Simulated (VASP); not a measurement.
Here is the system:

```xyz
2
Lattice="0.0000 2.7528 2.7528 2.7528 0.0000 2.7528 2.7528 2.7528 0.0000" Properties=species:S:1:pos:R:3 pbc="T T T"
Al     0.0000     0.0000     0.0000
P      1.3764     1.3764     1.3764
```

The numbers are results of PBE GGA, VASP's PBE PAW potentials (set 64) (plane waves; VASP), not measurements. Run with 520 eV cut-off, Gaussian smearing of 0.050 eV, potentials Al P.

Give the energies of bands 2 to 7 at the high-symmetry points, in eV from the valence-band maximum.

```tsv
band	Γ	X	U	L	W
2	0.00	-5.22	-4.95	-5.42	-4.86
3	0.00	-2.05	-3.32	-0.75	-3.08
4	0.00	-2.05	-1.69	-0.75	-2.73
5	3.09	1.63	2.46	2.72	4.32
6	4.53	2.47	5.07	4.81	5.82
7	4.53	10.86	8.37	4.81	6.13
```

The gap is indirect, 1.63 eV, from the valence maximum at Γ to the conduction minimum at X.

Measured: gap 2.54 eV (computed value off by -0.91 eV), as given by Wei Chen et al., Physical Review Materials (2018), doi:10.1103/physrevmaterials.2.073803 [zero-point renormalisation of 0.02 eV added back (the table's ZPR column)].

The compound is AlP in the zinc blende structure. It was relaxed first.
